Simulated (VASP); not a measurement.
# Lattice of Lanthanum, functional by functional

Aim: relax Lanthanum at several levels of theory and compare the cells. The starting structure is a measured crystal structure from the Crystallography Open Database.

Main program and level: VASP 6.6.1; Kohn-Sham DFT with plane waves and PAW; PBEsol, r2SCAN, PBE and LDA.

### Step 1. The structure

Symmetry: P6_3/mmc, No. 194, hexagonal system. Conventional cell: a = 3.770 Å, b = 3.770 Å, c = 12.159 Å, α = 90.00°, β = 90.00°, γ = 120.00°. La has 12 La at 3.74 to 3.77 Å nearest. Nearest to La lie 12 La at 3.74 to 3.77 Å.

### Step 2. Relaxation with PBEsol

PBEsol restores the gradient expansion of exchange and is tuned for the cells of solids. This run starts from the cell of an earlier relaxation, which isn't shown; the restart sets up the plane waves anew.

File INCAR:

```
SYSTEM = La
PREC = Accurate
ENCUT = 520
EDIFF = 1E-07
NELM = 100
ISMEAR = 1
SIGMA = 0.15
LREAL = .FALSE.
ALGO = Normal
GGA = PS
NBANDS = 28
LASPH = .TRUE.
LORBIT = 11
LWAVE = .FALSE.
LCHARG = .FALSE.
KPAR = 4
IBRION = 2
NSW = 50
ISIF = 3
EDIFFG = -0.005
```

File POSCAR:

```
La
1.0
    3.6628348970      0.0000000000      0.0000000000
   -1.8314174485      3.1721080707      0.0000000000
    0.0000000000      0.0000000000     11.7261854359
La
4
Direct
    0.6666666667      0.3333333333      0.2500000000
    0.3333333333      0.6666666667      0.7500000000
    0.0000000000      0.0000000000      0.5000000000
    0.0000000000      0.0000000000      0.0000000000
```

File KPOINTS:

```
Automatic mesh
0
Gamma
14 14 4
0 0 0
```

The projector-augmented-wave data sets are La (PBE family, release 64).

On the command line:

```bash
$ mpirun -np 4 vasp_std
```

What it wrote:

```text
[banner, memory and clock lines left out]
running    4 mpi-ranks, on    1 nodes
 distrk:  each k-point on    1 cores,    4 groups
 distr:  one band on    1 cores,    1 groups

 POSCAR found type information on POSCAR La
 POSCAR found :  1 types and       4 ions
|                                                                             |
|               ----> ADVICE to this user running VASP <----                  |
|                                                                             |
|     You enforced a specific xc type in the INCAR file but a different       |
|     [... a line on the potential file left out ...]
|     I HOPE YOU KNOW WHAT YOU ARE DOING!                                     |
|                                                                             |

 LDA part: xc-table for (Slater+PW92), standard interpolation
 POSCAR, INCAR and KPOINTS ok, starting setup
 FFT: planning ... GRIDC
 FFT: planning ... GRID_SOFT
 FFT: planning ... GRID
 WAVECAR not read
 entering main loop
       N       E                     dE             d eps       ncg     rms          rms(c)
DAV:   1     0.568325830361E+03    0.56833E+03   -0.14828E+04  4048   0.218E+03
DAV:   2     0.115816122803E+03   -0.45251E+03   -0.44462E+03  5976   0.430E+02
DAV:   3    -0.443428016825E+01   -0.12025E+03   -0.11857E+03  7216   0.258E+02
DAV:   4    -0.190699077329E+02   -0.14636E+02   -0.14326E+02  7496   0.931E+01
DAV:   5    -0.211949693795E+02   -0.21251E+01   -0.20601E+01  7952   0.336E+01    0.529E+00
DAV:   6    -0.213864152967E+02   -0.19145E+00   -0.29597E+00  7704   0.132E+01    0.253E+00
DAV:   7    -0.213777807091E+02    0.86346E-02   -0.39804E-01  7952   0.471E+00    0.750E-01
DAV:   8    -0.213787349588E+02   -0.95425E-03   -0.50531E-02  7896   0.154E+00    0.281E-01
DAV:   9    -0.213794132286E+02   -0.67827E-03   -0.81440E-03  7584   0.627E-01    0.180E-01
DAV:  10    -0.213798396768E+02   -0.42645E-03   -0.21869E-03  7408   0.319E-01    0.769E-02
DAV:  12    -0.213800432025E+02   -0.42776E-04   -0.22483E-04  7408   0.866E-02    0.908E-03
DAV:  13    -0.213800440661E+02   -0.86364E-06   -0.18807E-05  7664   0.293E-02    0.731E-03
DAV:  14    -0.213800464734E+02   -0.24073E-05   -0.14462E-05  6768   0.296E-02    0.391E-03
DAV:  15    -0.213800463931E+02    0.80348E-07   -0.14483E-06  6048   0.121E-02    0.906E-04
DAV:  16    -0.213800463389E+02    0.54215E-07   -0.11570E-07  3712   0.492E-03
   1 F= -.21380046E+02 E0= -.21379763E+02  d E =-.213800E+02
 curvature:   0.00 expect dE= 0.000E+00 dE for cont linesearch  0.000E+00
 trial: gam= 0.00000 g(F)=  0.636E-47 g(S)=  0.227E-05 ort = 0.000E+00 (trialstep = 0.100E+01)
 search vector abs. value=  0.227E-05
 reached required accuracy - stopping structural energy minimisation
```

Run time: 2 min. Hardware: 4 MPI ranks of Intel Xeon Platinum 8488C (Sapphire Rapids), shared host; peak memory 1.6 GiB; 7 min of CPU time.

The logs omit lines about the potential files and the build; timing stands in the text.

OUTCAR, selected parts (step 2):

```text
ion  position               nearest neighbor table
   1  0.667  0.333  0.250-   3 3.61   4 3.61   3 3.61   4 3.61   3 3.61   4 3.61
   2  0.333  0.667  0.750-   3 3.61   4 3.61   3 3.61   4 3.61   3 3.61   4 3.61
   3  0.000  0.000  0.500-   1 3.61   2 3.61   1 3.61   2 3.61   1 3.61   2 3.61
   4  0.000  0.000  0.000-   1 3.61   2 3.61   1 3.61   2 3.61   1 3.61   2 3.61

  LATTYP: Found a hexagonal cell.
 ALAT       =     3.6628348970
 C/A-ratio  =     3.2013961223

 Subroutine GETGRP returns: Found 24 space group operations
 (whereof 12 operations were pure point group operations)

The static configuration has the point symmetry D_3d.
 The point group associated with its full space group is D_6h.

 Found     72 irreducible k-points:

   k-points           NKPTS =     72   k-points in BZ     NKDIM =     72   number of bands    NBANDS=     28

   dimension x,y,z NGX =    28 NGY =   28 NGZ =   90
   dimension x,y,z NGXF=    56 NGYF=   56 NGZF=  180

   ENCUT  =  520.0 eV  38.22 Ry    6.18 a.u.   6.81  6.81 21.80*2*pi/ulx,y,z

   NELECT =      44.0000    total number of electrons

 k-points in reciprocal lattice and weights: Automatic mesh
   0.00000000  0.00000000  0.00000000       0.001
   0.07142857  0.00000000  0.00000000       0.008
   0.14285714  0.00000000  0.00000000       0.008
   0.21428571  0.00000000  0.00000000       0.008
   0.28571429  0.00000000  0.00000000       0.008
   0.35714286  0.00000000  0.00000000       0.008
   0.42857143  0.00000000  0.00000000       0.008
   0.50000000  0.00000000  0.00000000       0.004
   0.07142857  0.07142857  0.00000000       0.008
[...]
0.28571429  0.28571429  0.50000000       0.008
   0.35714286  0.28571429  0.50000000       0.008

 average (electrostatic) potential at core
       1 -95.3155       2 -95.3155       3 -95.3055       4 -95.3055

 E-fermi :   8.6139

 k-point     1 :       0.0000    0.0000    0.0000
  band No.  band energies     occupation
    ...
     16      -6.8654      2.00000
     17       5.4132      2.00000
     18       6.6992      2.00000
     19       6.7848      2.00000
     20       6.7884      2.00000
     21       9.1802     -0.00000
     22       9.3303     -0.00000
     23       9.8534     -0.00000
     24       9.9050     -0.00000
     25       9.9388     -0.00000
    ...

 k-point     2 :       0.0714    0.0000    0.0000
  band No.  band energies     occupation
    ...
     16      -6.8775      2.00000
     17       5.5675      2.00000
     18       6.8423      2.00000
     19       6.9291      2.00000
     20       6.9346      2.00000
     21       8.9511     -0.00662
     22       9.1915     -0.00000
     23       9.4637     -0.00000
     24       9.4966     -0.00000
     25       9.6529     -0.00000
    ...

 k-point     3 :       0.1429    0.0000    0.0000
  band No.  band energies     occupation
    ...
     17       5.9878      2.00000
     18       7.1719      2.00000
     19       7.2934      2.00000
     20       7.3199      2.00000
     21       8.5347      1.77031
     22       8.8562     -0.04472
     23       8.9961     -0.00186
     24       9.0750     -0.00012
     25       9.2948     -0.00000
     26       9.8733     -0.00000
    ...

  Total        0.0091126      0.0091126     -0.0047304      0.0000000      0.0000000      0.0000000
  in kB        0.1071593      0.1071593     -0.0556267      0.0000000      0.0000000      0.0000000
  external PRESSURE =       0.0528973 kB  Pullay stress =       0.0000000 kB

  energy-cutoff  :      520.00
  volume of cell :      136.25
      direct lattice vectors                 reciprocal lattice vectors
     3.662834897  0.000000000  0.000000000     0.273012579  0.157623886  0.000000000
    -1.831417449  3.172108071  0.000000000     0.000000000  0.315247771  0.000000000
     0.000000000  0.000000000 11.726185436     0.000000000  0.000000000  0.085279224

 POSITION                                       TOTAL-FORCE (eV/Angst)
 -----------------------------------------------------------------------------------
      1.83142      1.05737      2.93155        -0.000000      0.000000      0.000000
     -0.00000      2.11474      8.79464         0.000000     -0.000000      0.000000
      0.00000      0.00000      5.86309        -0.000000      0.000000     -0.000000
      0.00000      0.00000      0.00000        -0.000000      0.000000     -0.000000
 -----------------------------------------------------------------------------------
    total drift:                               -0.000000      0.000000      0.000000

  FREE ENERGIE OF THE ION-ELECTRON SYSTEM (eV)
  ---------------------------------------------------
  free  energy   TOTEN  =       -21.3800463389 eV

  energy  without entropy=      -21.3791961893  energy(sigma->0) =      -21.37976296

 reached required accuracy - stopping structural energy minimisation

 total charge
# of ion       s       p       d       f       tot
--------------------------------------------------
    1        2.103   5.526   0.950   0.092   8.670
    2        2.103   5.526   0.950   0.092   8.670
    3        2.100   5.518   0.958   0.102   8.678
    4        2.100   5.518   0.958   0.102   8.678
--------------------------------------------------
tot          8.405  22.087   3.816   0.388  34.696

[... 3 further parts left out ...]
```

The log as kept lacks single lines of electronic cycles.

The PAW data sets were made with PBE, which is usual practice but a small mismatch for other functionals. The run keeps the 24 symmetry operations of its start, so it cannot find a distortion of lower symmetry.

With PBEsol the relaxed cell holds 34.061 Å³ an atom, -8.96 % against the measured cell, with a = 3.663 Å and c = 11.726 Å.

### Step 3. Relaxation with r2SCAN

r2SCAN adds the kinetic-energy density, costs more than a GGA and is run with LASPH. This run starts from the cell of an earlier relaxation, which isn't shown; the restart sets up the plane waves anew.

Edit INCAR of step 2 so:

```diff
@@ -9,5 +9,5 @@
 ALGO = Normal
-GGA = PS
+METAGGA = R2SCAN
+LASPH = .TRUE.
 NBANDS = 28
-LASPH = .TRUE.
 LORBIT = 11
```

File POSCAR:

```
La
1.0
    3.7896099665      0.0000000000      0.0000000000
   -1.8948049833      3.2818985015      0.0000000000
    0.0000000000      0.0000000000     12.0346667330
La
4
Direct
    0.6666666667      0.3333333333      0.2500000000
    0.3333333333      0.6666666667      0.7500000000
    0.0000000000      0.0000000000      0.5000000000
    0.0000000000      0.0000000000      0.0000000000
```

KPOINTS is that of step 2.

On the command line:

```bash
$ mpirun -np 4 vasp_std
```

What it wrote:

```text
[banner, memory and clock lines left out]
running    4 mpi-ranks, on    1 nodes
[...]
[... a notice as in an earlier step ...]

 LDA part: xc-table for (None), standard interpolation
 POSCAR, INCAR and KPOINTS ok, starting setup
[...]
entering main loop
       N       E                     dE             d eps       ncg     rms          rms(c)
DAV:   1     0.481876343706E+03    0.48188E+03   -0.15266E+04  4048   0.218E+03
DAV:   2     0.582169174992E+01   -0.47605E+03   -0.46796E+03  6136   0.444E+02
DAV:   3    -0.115860555157E+03   -0.12168E+03   -0.11999E+03  7196   0.267E+02
DAV:   4    -0.130604846438E+03   -0.14744E+02   -0.14411E+02  7488   0.945E+01
[...]
DAV:  15    -0.118966000115E+03    0.24457E-06   -0.88798E-08  3720   0.479E-03    0.427E-04
DAV:  16    -0.118965999956E+03    0.15977E-06   -0.44578E-08  3408   0.473E-03    0.117E-04
DAV:  17    -0.118965999875E+03    0.80532E-07   -0.34781E-08  3168   0.335E-03
   1 F= -.11896600E+03 E0= -.11896752E+03  d E =-.118966E+03
[...]
reached required accuracy - stopping structural energy minimisation
```

Wall time 4.9 min (4 MPI ranks); peak memory 1.8 GiB; 19 min of CPU time.

Parts of OUTCAR (step 3):

```text
  Total        0.0029154      0.0029154     -0.0070784     -0.0000000      0.0000000     -0.0000000
  in kB        0.0312071      0.0312071     -0.0757690     -0.0000000      0.0000000     -0.0000000
  external PRESSURE =      -0.0044516 kB  Pullay stress =       0.0000000 kB

 POSITION                                       TOTAL-FORCE (eV/Angst)
 -----------------------------------------------------------------------------------
      1.89480      1.09397      3.00867         0.000000      0.000000     -0.000000
     -0.00000      2.18793      9.02600        -0.000000     -0.000000      0.000000
      0.00000      0.00000      6.01733         0.000000      0.000000      0.000000
      0.00000      0.00000      0.00000         0.000000      0.000000      0.000000
 -----------------------------------------------------------------------------------
    total drift:                                0.000000      0.000000      0.000000

  FREE ENERGIE OF THE ION-ELECTRON SYSTEM (eV)
  ---------------------------------------------------
  free  energy   TOTEN  =      -118.9659998752 eV

  energy  without entropy=     -118.9705477390  energy(sigma->0) =     -118.96751583

[... 2 parts as in an earlier step ...]

[... 2 further parts left out ...]
[key lines of the parts left out:]
E-fermi :   7.9056
```

With r2SCAN the relaxed cell holds 37.419 Å³ an atom, +0.01 % against the measured cell, with a = 3.790 Å and c = 12.035 Å. That is +9.86 % from PBEsol.

### Step 4. Relaxation with PBE

PBE, the usual starting point, adds the gradient of the density. This run starts from the cell of an earlier relaxation, which isn't shown; the restart sets up the plane waves anew.

Edit INCAR of step 3 so:

```diff
@@ -9,5 +9,5 @@
 ALGO = Normal
-METAGGA = R2SCAN
+GGA = PE
+NBANDS = 28
 LASPH = .TRUE.
-NBANDS = 28
 LORBIT = 11
```

File POSCAR:

```
La
1.0
    3.7740331504      0.0000000000      0.0000000000
   -1.8870165752      3.2684085830      0.0000000000
    0.0000000000      0.0000000000     12.0760729604
La
4
Direct
    0.6666666667      0.3333333333      0.2500000000
    0.3333333333      0.6666666667      0.7500000000
    0.0000000000      0.0000000000      0.5000000000
    0.0000000000      0.0000000000      0.0000000000
```

KPOINTS is that of step 3.

On the command line:

```bash
$ mpirun -np 4 vasp_std
```

What it wrote:

```text
[banner, memory and clock lines left out]
running    4 mpi-ranks, on    1 nodes
[...]
LDA part: xc-table for (Slater+PW92), standard interpolation
 POSCAR, INCAR and KPOINTS ok, starting setup
[...]
entering main loop
       N       E                     dE             d eps       ncg     rms          rms(c)
DAV:   1     0.574387647805E+03    0.57439E+03   -0.14805E+04  4040   0.214E+03
DAV:   2     0.115186874218E+03   -0.45920E+03   -0.45121E+03  5992   0.421E+02
DAV:   3    -0.354249610640E+01   -0.11873E+03   -0.11707E+03  7052   0.256E+02
DAV:   4    -0.172698053475E+02   -0.13727E+02   -0.13443E+02  7488   0.890E+01
[...]
DAV:  12    -0.195391685177E+02   -0.33371E-05   -0.16726E-05  7872   0.333E-02    0.157E-02
DAV:  13    -0.195391707559E+02   -0.22382E-05   -0.83518E-06  6720   0.269E-02    0.249E-03
DAV:  14    -0.195391707704E+02   -0.14448E-07   -0.37581E-07  5176   0.812E-03
   1 F= -.19539171E+02 E0= -.19539690E+02  d E =-.195392E+02
[...]
reached required accuracy - stopping structural energy minimisation
```

It took 74 s on 4 MPI ranks; peak memory 1.7 GiB; 4.8 min of CPU time.

Parts of OUTCAR (step 4):

```text
  Total        0.0108065      0.0108065      0.0042594      0.0000000     -0.0000000     -0.0000000
  in kB        0.1162322      0.1162322      0.0458128      0.0000000     -0.0000000     -0.0000000
  external PRESSURE =       0.0927591 kB  Pullay stress =       0.0000000 kB

 POSITION                                       TOTAL-FORCE (eV/Angst)
 -----------------------------------------------------------------------------------
      1.88702      1.08947      3.01902         0.000000     -0.000000      0.000000
     -0.00000      2.17894      9.05705         0.000000      0.000000     -0.000000
      0.00000      0.00000      6.03804        -0.000000      0.000000      0.000000
      0.00000      0.00000      0.00000        -0.000000      0.000000      0.000000
 -----------------------------------------------------------------------------------
    total drift:                               -0.000000      0.000000      0.000000

  FREE ENERGIE OF THE ION-ELECTRON SYSTEM (eV)
  ---------------------------------------------------
  free  energy   TOTEN  =       -19.5391707704 eV

  energy  without entropy=      -19.5407294414  energy(sigma->0) =      -19.53969033

[... 2 parts as in an earlier step ...]

[... 2 further parts left out ...]
[key lines of the parts left out:]
E-fermi :   7.8545
```

With PBE the relaxed cell holds 37.240 Å³ an atom, -0.47 % against the measured cell, with a = 3.774 Å and c = 12.076 Å. That is +9.33 % from PBEsol.

### Step 5. Relaxation with LDA

LDA, the lowest rung, knows the local density alone. This run starts from the cell of an earlier relaxation, which isn't shown; the restart sets up the plane waves anew.

Edit INCAR of step 4 so:

```diff
@@ -9,3 +9,3 @@
 ALGO = Normal
-GGA = PE
+GGA = CA
 NBANDS = 28
```

File POSCAR:

```
La
1.0
    3.5867682255      0.0000000000      0.0000000000
   -1.7933841128      3.1062324008      0.0000000000
    0.0000000000      0.0000000000     11.5170105110
La
4
Direct
    0.6666666667      0.3333333333      0.2500000000
    0.3333333333      0.6666666667      0.7500000000
    0.0000000000      0.0000000000      0.5000000000
    0.0000000000      0.0000000000      0.0000000000
```

KPOINTS is that of step 4.

Potentials, in the order of the species: La (LDA family, release 64).

On the command line:

```bash
$ mpirun -np 4 vasp_std
```

What it wrote:

```text
[banner, memory and clock lines left out]
running    4 mpi-ranks, on    1 nodes
[...]
LDA part: xc-table for (Slater(with rela. corr.)+CA(PZ))
 , standard interpolation
 POSCAR, INCAR and KPOINTS ok, starting setup
[...]
entering main loop
       N       E                     dE             d eps       ncg     rms          rms(c)
DAV:   1     0.556470498263E+03    0.55647E+03   -0.14674E+04  4048   0.224E+03
DAV:   2     0.110690463677E+03   -0.44578E+03   -0.43762E+03  5896   0.435E+02
DAV:   3    -0.593930391432E+01   -0.11663E+03   -0.11488E+03  7172   0.260E+02
DAV:   4    -0.200232514200E+02   -0.14084E+02   -0.13761E+02  7496   0.933E+01
[...]
DAV:  12    -0.223247203868E+02   -0.78041E-05   -0.42830E-05  7416   0.615E-02    0.814E-03
DAV:  13    -0.223247219359E+02   -0.15491E-05   -0.53064E-06  7576   0.173E-02    0.307E-03
DAV:  14    -0.223247219533E+02   -0.17421E-07   -0.62865E-07  5640   0.743E-03
   1 F= -.22324722E+02 E0= -.22324425E+02  d E =-.223247E+02
[...]
reached required accuracy - stopping structural energy minimisation
```

Run time: 51 s. Hardware: 4 MPI ranks; peak memory 1.4 GiB.

Parts of OUTCAR (step 5):

```text
  Total       -0.0046436     -0.0046436      0.0069666      0.0000000      0.0000000      0.0000000
  in kB       -0.0579814     -0.0579814      0.0869873      0.0000000      0.0000000      0.0000000
  external PRESSURE =      -0.0096585 kB  Pullay stress =       0.0000000 kB

 POSITION                                       TOTAL-FORCE (eV/Angst)
 -----------------------------------------------------------------------------------
      1.79338      1.03541      2.87925         0.000000     -0.000000     -0.000000
     -0.00000      2.07082      8.63776        -0.000000      0.000000     -0.000000
      0.00000      0.00000      5.75851         0.000000      0.000000      0.000000
      0.00000      0.00000      0.00000         0.000000      0.000000      0.000000
 -----------------------------------------------------------------------------------
    total drift:                               -0.000000      0.000000      0.000000

  FREE ENERGIE OF THE ION-ELECTRON SYSTEM (eV)
  ---------------------------------------------------
  free  energy   TOTEN  =       -22.3247219533 eV

  energy  without entropy=      -22.3238317668  energy(sigma->0) =      -22.32442522

[... 2 parts as in an earlier step ...]

[... 2 further parts left out ...]
[key lines of the parts left out:]
E-fermi :   9.1952
```

With LDA the relaxed cell holds 32.079 Å³ an atom, -14.26 % against the measured cell, with a = 3.587 Å and c = 11.517 Å. That is -5.82 % from PBEsol.

### Step 6. Comparison

| level | volume (Å³/atom) | against the measured cell (%) | a (Å) | c (Å) | pressure left (GPa) | core minutes |
| --- | --- | --- | --- | --- | --- | --- |
| PBEsol | 34.061 | -8.96 | 3.6628 | 11.7262 | 0.01 | 38.0 |
| r2SCAN | 37.419 | 0.01 | 3.7896 | 12.0347 | 0.0 | 89.8 |
| PBE | 37.24 | -0.47 | 3.774 | 12.0761 | 0.01 | 23.4 |
| LDA | 32.079 | -14.26 | 3.5868 | 11.517 | 0.0 | 20.9 |

Core minutes are wall time times ranks, summed over the relaxations behind a row (those for a bulk modulus apart), on shared hosts.

### Step 7. What came out

```
volume, PBEsol : 34.06 Å³/atom
volume, r2SCAN : 37.42 Å³/atom
volume, PBE    : 37.24 Å³/atom
volume, LDA    : 32.08 Å³/atom
```

Across 4 levels the volume of Lanthanum spans 16.6 %, from 32.08 Å³ an atom (LDA) to 37.42 Å³ (r2SCAN). Against the measured volume of the starting structure, r2SCAN comes nearest (+0.0 %) and LDA lies farthest (-14.3 %). The measured cell holds zero-point expansion and, unless it was taken cold, thermal expansion, which the runs lack, so small differences decide nothing. All runs keep the symmetry of the start, so they can't find a distortion of lower symmetry.

[Lines on the potential files, build, host, timing and source positions are cut from VASP's logs without a mark.]

[Logs are printed without paths, hosts, clocks, repeated set-up lines and the standing remarks that a program may print on its own settings, such as how far it seeks lower states.]

[Hosts, paths, dates, database ids (printed as entryN), source tags and the programs' standing remarks are cut or masked in the printed files.]
